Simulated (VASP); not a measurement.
Data:

```xyz
2
Lattice="0.0000 2.0810 2.0810 2.0810 0.0000 2.0810 2.0810 2.0810 0.0000" Properties=species:S:1:pos:R:3 pbc="T T T"
Ti     0.0000     0.0000     0.0000
N      2.0810     2.0810     2.0810
```

Method: PBE GGA, VASP's PBE PAW potentials (set 64) (plane waves; VASP 6.6.1). Numerical set-up: 520 eV cut-off, 15×15×15 Γ-centred mesh, first-order Methfessel-Paxton smearing of 0.10 eV, potentials Ti_sv N.

Give the stress tensor in GPa (positive for a compressed cell).

```
19.56   0.00   0.00
 0.00  19.56   0.00
 0.00   0.00  19.56
```
The pressure is its mean diagonal, 19.56 GPa.

The compound is TiN in the rock salt structure. This cell is one point of a volume scan, at 0.94 of the reference volume. The electron count is odd and the run is not spin-polarised, which forces a metal.
